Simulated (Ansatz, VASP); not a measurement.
K3Pd in VASP and in Ansatz

```xyz
4
Lattice="5.4450 0.0000 0.0000 0.0000 5.4450 0.0000 0.0000 0.0000 5.4450" Properties=species:S:1:pos:R:3 pbc="T T T"
Pd    0.0000    0.0000    0.0000
K     0.0000    2.7225    2.7225
K     2.7225    0.0000    2.7225
K     2.7225    2.7225    0.0000
```

The cell comes from a database or a generator and needn't be the stable form of this composition.

Alike in both runs: task single point; functional PBE; k mesh 5 × 5 × 5; occupations fermi-dirac, width 0.05 eV; no spin polarisation.

|  | VASP | Ansatz |
| --- | --- | --- |
| version | VASP 6.6.1 | Ansatz 0.2.0 |
| potentials or method | VASP PAW PBE potentials, release 64 (Pd, K_sv) | Ansatz PAW |
| plane-wave cutoff (eV) | 520 | 420 |
| valence electrons in the cell | 37 | 45 |

|  | VASP | Ansatz | Ansatz less VASP |
| --- | --- | --- | --- |
| gap on the k mesh at the Fermi level (eV) | none | none | - |
| pressure (GPa) | 0.0 | 0.0 | +0.01 |

A gap of «none» marks a metal or a gap that the smearing closes. The two sets of potentials don't hold the same shells in valence.
